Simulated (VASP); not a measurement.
Computed with rev-vdW-DF2, VASP's PBE PAW potentials (set 64) (plane waves; VASP).

VASP ran on this input.

File KPOINTS:
```
Automatic mesh
0
Gamma
5 5 7
0 0 0
```

POSCAR:
```
MnF2
1
    4.7711768969     0.0000000000     0.0000000000
    0.0000000000     4.7711768969     0.0000000000
    0.0000000000     0.0000000000     3.2390806718
Mn F
2 4
Direct
  0.0000000000   0.0000000000   0.0000000000
  0.5000000000   0.5000000000   0.5000000000
  0.3029814485   0.3029814485   0.0000000000
  0.8029814485   0.1970185515   0.5000000000
  0.1970185515   0.8029814485   0.5000000000
  0.6970185515   0.6970185515   0.0000000000
```

INCAR:
```
SYSTEM  =  MnF2
PREC  =  Accurate; ENCUT  =  520; LREAL  =  .FALSE.
LASPH  =  .TRUE.
EDIFF  =  1E-7; NELM  =  100; ALGO  =  Normal
LMAXMIX  =  4
ISMEAR  =  0; SIGMA  =  0.05
GGA  =  MK; LUSE_VDW  =  .TRUE.; AGGAC  =  0.0
PARAM1  =  0.1234568; PARAM2  =  0.7114; ZAB_VDW  =  -1.8867
MAGMOM  =  4.5 -4.5 -0.0 0.0 0.0 -0.0
ISPIN  =  2
IBRION  =  2; NSW  =  30; ISIF  =  4
EDIFFG  =  -0.01
LWAVE  =  .FALSE.; LCHARG  =  .FALSE.; LORBIT  =  10
```

POTCAR, in this order: Mn_pv F (PBE.64 set). Program: vasp_std.

The resulting files:

**OUTCAR**
```
 ion  position               nearest neighbor table
   1  0.000  0.000  0.000-   3 2.04   6 2.04   5 2.10   4 2.10   4 2.10   5 2.10
   2  0.500  0.500  0.500-   4 2.04   5 2.04   3 2.10   6 2.10   3 2.10   6 2.10
   3  0.303  0.303  0.000-   1 2.04   2 2.10   2 2.10
   4  0.803  0.197  0.500-   2 2.04   1 2.10   1 2.10
   5  0.197  0.803  0.500-   2 2.04   1 2.10   1 2.10
   6  0.697  0.697  0.000-   1 2.04   2 2.10   2 2.10
  LATTYP: Found a simple tetragonal cell.
 ALAT       =     4.7711768969
 C/A-ratio  =     0.6788850512
 Subroutine PRICEL returns:
 Original cell was already a primitive cell.
 Subroutine GETGRP returns: Found 16 space group operations
The static configuration has the point symmetry D_2h.
 The point group associated with its full space group is D_4h.
The dynamic configuration has the point symmetry D_2h.
The overall configuration has the point symmetry D_2h.
 Subroutine INISYM returns: Found 16 space group operations
 Subroutine IBZKPT returns following result:
 Found     24 irreducible k-points:

 Following reciprocal coordinates:
            Coordinates               Weight
  0.000000  0.000000  0.000000      1.000000
  0.200000  0.000000  0.000000      4.000000
  0.400000  0.000000  0.000000      4.000000
  0.200000  0.200000  0.000000      4.000000
  0.400000  0.200000  0.000000      8.000000
  0.400000  0.400000  0.000000      4.000000
  0.000000  0.000000  0.142857      2.000000
  0.200000  0.000000  0.142857      8.000000
  0.400000  0.000000  0.142857      8.000000
  0.200000  0.200000  0.142857      8.000000
  0.400000  0.200000  0.142857     16.000000
  0.400000  0.400000  0.142857      8.000000
  0.000000  0.000000  0.285714      2.000000
  0.200000  0.000000  0.285714      8.000000
  0.400000  0.000000  0.285714      8.000000
  0.200000  0.200000  0.285714      8.000000
  0.400000  0.200000  0.285714     16.000000
...
```

OSZICAR:
```
       N       E                     dE             d eps       ncg     rms          rms(c)
DAV:   1     0.735193708690E+03    0.73519E+03   -0.31600E+04  3120   0.194E+03
DAV:   2     0.442887557203E+02   -0.69090E+03   -0.66674E+03  3432   0.559E+02
DAV:   3    -0.282910562164E+02   -0.72580E+02   -0.71783E+02  3424   0.188E+02
DAV:   4    -0.302413785006E+02   -0.19503E+01   -0.19383E+01  3696   0.308E+01
DAV:   5    -0.302727973917E+02   -0.31419E-01   -0.31416E-01  3224   0.441E+00    0.227E+01
DAV:   6    -0.266995698850E+02    0.35732E+01   -0.23912E+01  3664   0.367E+01    0.161E+01
DAV:   7    -0.268115013804E+02   -0.11193E+00   -0.17307E+00  3264   0.105E+01    0.109E+01
DAV:   8    -0.266155785089E+02    0.19592E+00   -0.46084E-01  3208   0.630E+00    0.336E+00
DAV:   9    -0.268276464780E+02   -0.21207E+00   -0.11404E-01  3856   0.370E+00    0.945E-01
DAV:  10    -0.268306068689E+02   -0.29604E-02   -0.17610E-02  3152   0.876E-01    0.176E-01
DAV:  11    -0.268307261710E+02   -0.11930E-03   -0.52586E-04  3728   0.200E-01    0.602E-02
DAV:  12    -0.268308776667E+02   -0.15150E-03   -0.71758E-05  3288   0.700E-02    0.478E-02
DAV:  13    -0.268308974141E+02   -0.19747E-04   -0.16707E-05  3288   0.313E-02    0.117E-02
DAV:  14    -0.268309031208E+02   -0.57067E-05   -0.34277E-06  3344   0.168E-02    0.241E-03
DAV:  15    -0.268309049834E+02   -0.18627E-05   -0.30187E-07  2952   0.378E-03    0.153E-03
DAV:  16    -0.268309051082E+02   -0.12474E-06   -0.52700E-08  1968   0.172E-03    0.594E-04
DAV:  17    -0.268309050997E+02    0.84701E-08   -0.64100E-09  1728   0.662E-04
   1 F= -.26830905E+02 E0= -.26830905E+02  d E =-.268309E+02  mag=     0.0000
       N       E                     dE             d eps       ncg     rms          rms(c)
DAV:   1    -0.268353088888E+02   -0.44038E-02   -0.63449E-01  3072   0.598E+00    0.545E-01
DAV:   2    -0.268339354630E+02    0.13734E-02   -0.17168E-02  3648   0.101E+00    0.330E-01
DAV:   3    -0.268328880587E+02    0.10474E-02   -0.10398E-03  3920   0.271E-01    0.182E-01
DAV:   4    -0.268326831535E+02    0.20491E-03   -0.42256E-04  3648   0.150E-01    0.524E-02
DAV:   5    -0.268326879655E+02   -0.48120E-05   -0.37681E-05  3168   0.423E-02    0.300E-02
DAV:   6    -0.268326876010E+02    0.36449E-06   -0.29522E-06  4000   0.142E-02    0.138E-02
DAV:   7    -0.268326872569E+02    0.34414E-06   -0.68636E-07  3600   0.674E-03    0.255E-03
DAV:   8    -0.268326877514E+02   -0.49448E-06   -0.61994E-08  1784   0.223E-03    0.941E-04
DAV:   9    -0.268326877298E+02    0.21586E-07   -0.17796E-08  1592   0.113E-03
   2 F= -.26832688E+02 E0= -.26832688E+02  d E =-.178263E-02  mag=    -0.0000
       N       E                     dE             d eps       ncg     rms          rms(c)
DAV:   1    -0.268340990462E+02   -0.14113E-02   -0.24353E-01  3072   0.371E+00    0.338E-01
DAV:   2    -0.268335833925E+02    0.51565E-03   -0.65853E-03  3648   0.624E-01    0.204E-01
DAV:   3    -0.268331795148E+02    0.40388E-03   -0.39826E-04  3928   0.168E-01    0.113E-01
DAV:   4    -0.268330989418E+02    0.80573E-04   -0.16124E-04  3664   0.926E-02    0.324E-02
DAV:   5    -0.268331014329E+02   -0.24911E-05   -0.14283E-05  3152   0.259E-02    0.186E-02
DAV:   6    -0.268331012082E+02    0.22469E-06   -0.11260E-06  3952   0.869E-03    0.850E-03
DAV:   7    -0.268331008911E+02    0.31710E-06   -0.25251E-07  3064   0.415E-03    0.154E-03
DAV:   8    -0.268331012110E+02   -0.31991E-06   -0.25674E-08  1568   0.141E-03    0.575E-04
DAV:   9    -0.268331011955E+02    0.15531E-07   -0.60179E-09  1536   0.705E-04
   3 F= -.26833101E+02 E0= -.26833101E+02  d E =-.219610E-02  mag=     0.0000
       N       E                     dE             d eps       ncg     rms          rms(c)
DAV:   1    -0.268331939263E+02   -0.92715E-04   -0.17844E-02  3072   0.100E+00    0.914E-02
DAV:   2    -0.268331612633E+02    0.32663E-04   -0.48205E-04  3648   0.169E-01    0.552E-02
DAV:   3    -0.268331303163E+02    0.30947E-04   -0.29107E-05  3928   0.453E-02    0.305E-02
DAV:   4    -0.268331232702E+02    0.70461E-05   -0.11792E-05  3664   0.250E-02    0.878E-03
DAV:   5    -0.268331238030E+02   -0.53281E-06   -0.10423E-06  3136   0.697E-03    0.502E-03
DAV:   6    -0.268331237480E+02    0.54995E-07   -0.67169E-08  1736   0.233E-03
   4 F= -.26833124E+02 E0= -.26833124E+02  d E =-.221865E-02  mag=    -0.0000
       N       E                     dE             d eps       ncg     rms          rms(c)
DAV:   1    -0.268332512853E+02   -0.12748E-03   -0.17121E-02  3072   0.995E-01    0.799E-02
DAV:   2    -0.268332149889E+02    0.36296E-04   -0.33479E-04  3088   0.143E-01    0.477E-02
DAV:   3    -0.268331859990E+02    0.28990E-04   -0.25371E-05  3968   0.429E-02    0.242E-02
DAV:   4    -0.268331819417E+02    0.40573E-05   -0.60840E-06  3608   0.181E-02    0.666E-03
DAV:   5    -0.268331824988E+02   -0.55711E-06   -0.28207E-07  2696   0.416E-03    0.437E-03
DAV:   6    -0.268331823695E+02    0.12933E-06   -0.31491E-08  1552   0.166E-03    0.204E-03
DAV:   7    -0.268331823096E+02    0.59811E-07   -0.94974E-09  1536   0.893E-04
   5 F= -.26833182E+02 E0= -.26833182E+02  d E =-.585616E-04  mag=     0.0000
```

File OUTCAR:
```
------------------------ aborting loop because EDIFF is reached ----------------------------------------
  FORCE on cell =-STRESS in cart. coord.  units (eV):
  Direction    XX          YY          ZZ          XY          YZ          ZX
  --------------------------------------------------------------------------------------
  Total        3.0487985      3.0487985      3.0960173     -0.0000000      0.0000000      0.0000000
  in kB       66.2470428     66.2470428     67.2730555     -0.0000000      0.0000000      0.0000000
  external PRESSURE =      66.5890470 kB  Pullay stress =       0.0000000 kB
  volume of cell :       73.73
      direct lattice vectors                 reciprocal lattice vectors
     4.758247501  0.000000000  0.000000000     0.210161409 -0.000000000  0.000000000
     0.000000000  4.758247501  0.000000000    -0.000000000  0.210161409  0.000000000
     0.000000000  0.000000000  3.256707437     0.000000000  0.000000000  0.307058592
 POSITION                                       TOTAL-FORCE (eV/Angst)
 -----------------------------------------------------------------------------------
      0.00000      0.00000      3.25671        -0.000000     -0.000000      0.000000
      2.37912      2.37912      1.62835        -0.000000     -0.000000      0.000000
      1.43777      1.43777      0.00000         0.006785      0.006785     -0.000000
      3.81689      0.94136      1.62835         0.006785     -0.006785      0.000000
      0.94136      3.81689      1.62835        -0.006785      0.006785      0.000000
      3.32048      3.32048      0.00000        -0.006785     -0.006785      0.000000
 -----------------------------------------------------------------------------------
    total drift:                                0.000000     -0.000000      0.000000
  FREE ENERGIE OF THE ION-ELECTRON SYSTEM (eV)
  ---------------------------------------------------
  free  energy   TOTEN  =       -26.8331823096 eV

  energy  without entropy=      -26.8331823096  energy(sigma->0) =      -26.83318231

 total charge

# of ion       s       p       d       tot
------------------------------------------
    1        0.176   6.168   4.998  11.342
    2        0.176   6.168   4.998  11.342
    3        1.731   4.370   0.000   6.101
    4        1.731   4.370   0.000   6.101
    5        1.731   4.370   0.000   6.101
    6        1.731   4.370   0.000   6.101
--------------------------------------------------
tot          7.277  29.814   9.996  47.087

 magnetization (x)

# of ion       s       p       d       tot
------------------------------------------
    1        0.015   0.015   4.463   4.493
    2       -0.015  -0.015  -4.463  -4.493
    3       -0.003  -0.024   0.000  -0.027
    4        0.003   0.024   0.000   0.027
    5        0.003   0.024   0.000   0.027
    6       -0.003  -0.024   0.000  -0.027
--------------------------------------------------
tot         -0.000   0.000   0.000  -0.000

 reached required accuracy - stopping structural energy minimisation
```
(Selected blocks of OUTCAR.)

**CONTCAR**
```
MnF2
   1.00000000000000
     4.7582475005485216    0.0000000000000000    0.0000000000000000
     0.0000000000000000    4.7582475005485216    0.0000000000000000
     0.0000000000000000    0.0000000000000000    3.2567074372721607
  Mn              F
     2     4
Direct
     0.0000000000000000    0.0000000000000000    1.0000000000000000
     0.5000000000000000    0.5000000000000000    0.5000000000000000
     0.3021630038672834    0.3021630038672834    0.0000000000000000
     0.8021630038672835    0.1978369961327166    0.5000000000000000
     0.1978369961327166    0.8021630038672835    0.5000000000000000
     0.6978369961327165    0.6978369961327165    0.0000000000000000
```

The compound is MnF2 in the rutile structure. This cell is one point of a volume scan, at 0.94 of the reference volume. Symmetry was kept, so distortions that lower it aren't found.
